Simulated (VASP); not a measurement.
Here is the system:

```yaml
crystal:
  lattice:
    - [0.00000, 3.07871, 3.07871]
    - [3.07871, 0.00000, 3.07871]
    - [3.07871, 3.07871, 0.00000]
  atoms:
    - { symbol: Cd, position: [0.00000, 0.00000, 0.00000] }
    - { symbol: Se, position: [0.25000, 0.25000, 0.25000] }
```

Computed with rev-vdW-DF2, VASP's PBE PAW potentials (set 64) (plane waves; VASP 6.6.1). Settings: 520 eV cut-off, 8×8×8 Γ-centred mesh, tetrahedra with Blöchl corrections, potentials Cd Se.

Task: What does the run give for the energy per atom (σ→0), band gap (on the k-mesh) with the smallest direct gap where there is one?

Result: 
- band gap (on the k-mesh) = 0.38 eV
- smallest direct gap (on the k-mesh) = 0.38 eV
- energy per atom (σ→0) = -0.575 eV/atom

The absolute energy has meaning only against runs of the same code, potentials and settings.

The compound is CdSe in the zinc blende structure, whereas wurtzite is the usual form. It was relaxed first, which changed the volume by +5 %.
